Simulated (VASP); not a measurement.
Consider the following.

```xyz
8
Lattice="0.0023 5.2647 5.2527 5.2647 0.0023 5.2527 2.6335 2.6335 0.0000" Properties=species:S:1:pos:R:3 pbc="T T T"
Be     5.2670     5.2670    10.3855
Be     5.3286     7.8388     7.9349
Be     7.8388     5.3286     7.9349
Be     5.2670     5.2670     5.2607
Te     1.3167     1.3167     1.3152
Se     3.9498     1.3172     3.9378
Se     1.3172     3.9498     3.9378
Se     3.9502     3.9502     6.5676
```

These are PBEsol GGA, VASP's PBE PAW potentials (set 64) (plane waves; VASP 6.6.1) values and carry that method's errors. Numerical set-up: 400 eV cut-off, Gaussian smearing of 0.050 eV, potentials Be Te Se.

Unless said otherwise, spin-orbit coupling is left out, though it shifts the bands of the heavy elements here.

Q: Give the energies of bands 7 to 20 at the high-symmetry points, in eV from the valence-band maximum.

A: 
| band | Γ | Y | C0 | Z | A0 | T | S | R |
|---|---|---|---|---|---|---|---|---|
| 7 | -5.58 | -3.86 | -4.18 | -4.98 | -5.39 | -5.61 | -3.98 | -5.40 |
| 8 | -3.26 | -3.72 | -4.02 | -4.83 | -5.39 | -5.60 | -3.95 | -5.24 |
| 9 | -3.22 | -3.30 | -3.77 | -4.30 | -3.37 | -3.30 | -3.59 | -3.70 |
| 10 | -1.96 | -3.18 | -2.73 | -4.25 | -3.25 | -3.21 | -3.17 | -3.64 |
| 11 | -1.68 | -2.49 | -2.50 | -3.96 | -3.22 | -3.17 | -2.78 | -3.58 |
| 12 | -1.66 | -2.48 | -2.41 | -3.86 | -3.16 | -3.10 | -2.48 | -3.00 |
| 13 | -1.47 | -2.23 | -2.20 | -3.71 | -2.55 | -1.97 | -1.50 | -2.79 |
| 14 | -0.32 | -2.02 | -1.92 | -3.31 | -1.76 | -1.55 | -1.48 | -2.71 |
| 15 | -0.27 | -1.76 | -1.80 | -2.03 | -1.76 | -1.33 | -0.69 | -2.41 |
| 16 | 0.00 | -0.80 | -0.61 | -1.23 | -1.56 | -1.07 | -0.40 | -1.91 |
| 17 | 1.74 | 2.73 | 3.16 | 3.96 | 2.13 | 1.73 | 3.03 | 3.01 |
| 18 | 2.97 | 3.01 | 3.32 | 4.34 | 2.29 | 1.89 | 3.15 | 3.11 |
| 19 | 3.18 | 3.96 | 3.55 | 5.17 | 3.55 | 3.10 | 3.33 | 3.29 |
| 20 | 3.22 | 4.21 | 4.45 | 5.33 | 3.64 | 3.26 | 4.11 | 3.41 |

The gap is indirect, 1.73 eV, from the valence maximum at Γ to the conduction minimum at T.

The structure was generated: Be4Se3Te was put into an ordered model structure (Amm2), which need not be its known phase. It was relaxed first.
